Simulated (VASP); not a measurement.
Set up this calculation in VASP 6.6.1, as the native input.

```
Task                   : single point
Functional             : PBE
Potentials or basis    : VASP PAW PBE potentials, release 64 (Cd, Hg, S)
Cutoff                 : 520 eV
k mesh                 : 6 × 6 × 2
Occupations            : gaussian, width 0.1 eV
Spin                   : no spin polarisation
Dipole correction      : no
Further INCAR settings : ALGO = Normal; EDIFF = 1e-06; NBANDS = 26
```

The structure of CdHgS2 lies in POSCAR:

```
CdHgS2
1.0
    3.4580000000      0.0000000000      0.0000000000
   -1.7290000000      2.9947158500      0.0000000000
    0.0000000000      0.0000000000      8.0231131300
Cd Hg S
1 1 2
Direct
    0.3333333300      0.6666666700      0.0000000000
    0.0000000000      0.0000000000      0.5000000000
    0.0000000000      0.0000000000      0.7924052000
    0.0000000000      0.0000000000      0.2075948000
```

The cell was built by a generator and needn't be a form met in nature.

One way to write it, as run:

INCAR

```
SYSTEM = CdHgS2
PREC     = Accurate       ! precision mode
ENCUT    = 520            ! plane-wave cutoff, eV
EDIFF    = 1E-6           ! SCF threshold, eV
ISMEAR   = 0              ! smearing method
SIGMA    = 0.1            ! smearing width, eV
LREAL    = .FALSE.        ! projectors in reciprocal space
LASPH    = .TRUE.         ! aspherical terms in the spheres
NELM     = 100            ! most SCF steps
ALGO     = Normal         ! electronic algorithm
ISIF     = 2              ! what is computed and relaxed
LWAVE    = .FALSE.        ! write WAVECAR
LCHARG   = .FALSE.        ! write CHGCAR
GGA      = PE             ! functional
NBANDS   = 26             ! bands
```

KPOINTS

```
Automatic mesh
0
G
  6 6 2
  0 0 0
```

Potentials or basis: VASP PAW PBE potentials, release 64 (Cd, Hg, S).

Launch:

```bash
$ cat potpaw_PBE.64/Cd/POTCAR potpaw_PBE.64/Hg/POTCAR potpaw_PBE.64/S/POTCAR > POTCAR
$ mpirun -np 1 vasp_std > vasp.out
```

Results of the run:

- Pressure: 11.8 GPa
- Largest force: 0.098 eV/Å
- Band gap on the k mesh: none (metal or under the smearing width)

Caveat: the k mesh is coarse (spacing up to 0.39 Å⁻¹), so the values aren't converged.

It took 30 s on 1 thread of Intel(R) Xeon(R) Platinum 8488C (Sapphire Rapids), on a shared host, peak memory 0.21 GiB.
